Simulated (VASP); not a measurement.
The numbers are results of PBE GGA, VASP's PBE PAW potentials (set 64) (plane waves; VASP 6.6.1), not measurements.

VASP ran on this input.

INCAR:
```
ALGO = Normal
EDIFF = 1E-6
EDIFFG = -0.02
ENCUT = 520
GGA = PE
IBRION = 2
ISIF = 3
ISMEAR = 1
LASPH = T
LCHARG = F
LMAXMIX = 4
LREAL = F
LWAVE = F
NELM = 100
NSW = 60
PREC = Accurate
SIGMA = 0.1
SYSTEM = ZrC
```

File POSCAR:
```
ZrC
1.0
  3.8880805790   0.0000000000   0.0000000000
 -1.9440402895   3.3671766243   0.0000000000
  0.0000000000   0.0000000000   4.7177415380
Zr C
2 2
Cartesian
 -0.0000019440   2.2447855386   4.4449029680
  1.9440422335   1.1223910857   2.0860321990
 -0.0000019440   2.2447855386   2.0419916468
  1.9440422335   1.1223910857   4.4008624158
```

### KPOINTS
```
Automatic mesh
0
Gamma
8 8 6
0 0 0
```

POTCAR, in this order: Zr_sv C (PBE.64 set). Program: vasp_std.

Output

### OUTCAR
```
 ion  position               nearest neighbor table
   1  0.333  0.667  0.942-   4 2.25   4 2.25   4 2.25   3 2.31   3 2.40   2 3.26   2 3.26   2 3.26
                             2 3.26   2 3.26   2 3.26
   2  0.667  0.333  0.442-   3 2.25   3 2.25   3 2.25   4 2.31   4 2.40   1 3.26   1 3.26   1 3.26
                             1 3.26   1 3.26   1 3.26
   3  0.333  0.667  0.433-   2 2.25   2 2.25   2 2.25   1 2.31   1 2.40
   4  0.667  0.333  0.933-   1 2.25   1 2.25   1 2.25   2 2.31   2 2.40
  LATTYP: Found a hexagonal cell.
 ALAT       =     3.8880805790
 C/A-ratio  =     1.2133857419
 Subroutine PRICEL returns:
 Original cell was already a primitive cell.
 Subroutine GETGRP returns: Found 12 space group operations
The static configuration has the point symmetry C_3v.
 The point group associated with its full space group is C_6v.
The dynamic configuration has the point symmetry C_3v.
 Subroutine INISYM returns: Found 12 space group operations
 Subroutine IBZKPT returns following result:
 Found     40 irreducible k-points:

 Following reciprocal coordinates:
            Coordinates               Weight
  0.000000  0.000000  0.000000      1.000000
  0.125000 -0.000000  0.000000      6.000000
  0.250000 -0.000000  0.000000      6.000000
...
```

### OSZICAR
```
       N       E                     dE             d eps       ncg     rms          rms(c)
DAV:   1     0.275227037976E+03    0.27523E+03   -0.17105E+04  1600   0.157E+03
DAV:   2    -0.208935344782E+02   -0.29612E+03   -0.28539E+03  1932   0.425E+02
DAV:   3    -0.449870247188E+02   -0.24093E+02   -0.23711E+02  2752   0.973E+01
DAV:   4    -0.461455027561E+02   -0.11585E+01   -0.11575E+01  2204   0.207E+01
DAV:   5    -0.461833919050E+02   -0.37889E-01   -0.37887E-01  2256   0.290E+00    0.293E+01
DAV:   6    -0.378774708175E+02    0.83059E+01   -0.56156E+01  1792   0.363E+01    0.106E+01
DAV:   7    -0.378699696507E+02    0.75012E-02   -0.39518E+00  2412   0.103E+01    0.661E+00
DAV:   8    -0.378814161710E+02   -0.11447E-01   -0.26029E-01  2032   0.318E+00    0.143E+00
DAV:   9    -0.378719795175E+02    0.94367E-02   -0.98307E-02  2080   0.151E+00    0.368E-01
DAV:  10    -0.378719663374E+02    0.13180E-04   -0.76532E-03  2072   0.659E-01    0.173E-01
DAV:  11    -0.378720500833E+02   -0.83746E-04   -0.33998E-04  2148   0.175E-01    0.231E-02
DAV:  12    -0.378720449785E+02    0.51048E-05   -0.30394E-05  1968   0.491E-02    0.102E-02
DAV:  13    -0.378720451145E+02   -0.13602E-06   -0.14468E-06  1308   0.934E-03
   1 F= -.37872045E+02 E0= -.37871919E+02  d E =-.378720E+02
```

### OUTCAR
```
------------------------ aborting loop because EDIFF is reached ----------------------------------------
  FORCE on cell =-STRESS in cart. coord.  units (eV):
  Direction    XX          YY          ZZ          XY          YZ          ZX
  --------------------------------------------------------------------------------------
  Total        0.0483664      0.0483664      0.0101868      0.0000000      0.0000000      0.0000000
  in kB        1.2546385      1.2546386      0.2642496      0.0000000      0.0000000      0.0000000
  external PRESSURE =       0.9245089 kB  Pullay stress =       0.0000000 kB
  volume of cell :       61.76
      direct lattice vectors                 reciprocal lattice vectors
     3.888080579  0.000000000  0.000000000     0.257196316  0.148492359  0.000000000
    -1.944040289  3.367176624  0.000000000     0.000000000  0.296984718  0.000000000
     0.000000000  0.000000000  4.717741538     0.000000000  0.000000000  0.211965830
 POSITION                                       TOTAL-FORCE (eV/Angst)
 -----------------------------------------------------------------------------------
     -0.00000      2.24479      4.44490        -0.000000     -0.000000      0.002517
      1.94404      1.12239      2.08603         0.000000      0.000000      0.002517
     -0.00000      2.24479      2.04199         0.000000     -0.000000     -0.002517
      1.94404      1.12239      4.40086        -0.000000     -0.000000     -0.002517
 -----------------------------------------------------------------------------------
    total drift:                               -0.003129      0.001807     -0.000126
  FREE ENERGIE OF THE ION-ELECTRON SYSTEM (eV)
  ---------------------------------------------------
  free  energy   TOTEN  =       -37.8720451145 eV

  energy  without entropy=      -37.8716670980  energy(sigma->0) =      -37.87191911

 reached required accuracy - stopping structural energy minimisation
```
(Selected blocks of OUTCAR.)

The structure was generated: ZrC was put into the wurtzite type (P6_3mc), which need not be its known phase. It was relaxed first, which changed the volume by -37 %. The start is the result of an earlier pass.
